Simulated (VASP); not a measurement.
Given:

```xyz
4
Lattice="3.9625 0.0000 0.0000 0.0000 3.9625 0.0000 0.0000 0.0000 3.9625" Properties=species:S:1:pos:R:3 pbc="T T T"
Cu     0.0000     1.9813     1.9813
Cu     1.9813     0.0000     1.9813
Cu     1.9813     1.9813     0.0000
Au     0.0000     0.0000     0.0000
```

All values below come from vdW-DF2, VASP's PBE PAW potentials (set 64) (plane waves; VASP 6.6.1). Settings: 520 eV cut-off, 8×8×8 Γ-centred mesh, first-order Methfessel-Paxton smearing of 0.10 eV, potentials Cu Au.

Unless said otherwise, spin-orbit coupling is left out, though it shifts the bands of the heavy elements here.

**Question.** Estimate the energy per atom (σ→0), pressure, band gap (on the k-mesh) with the smallest direct gap where there is one.

**Answer.** 
The band gap (on the k-mesh) is none (metal, semimetal or under 0.01 eV), the energy per atom (σ→0) comes out as -0.331 eV/atom and the pressure comes out as -2.95 GPa.

The absolute energy has meaning only against runs of the same code, potentials and settings.

The compound is Cu3Au in the L1_2 structure. This cell is one point of a volume scan, at 1.03 of the reference volume.
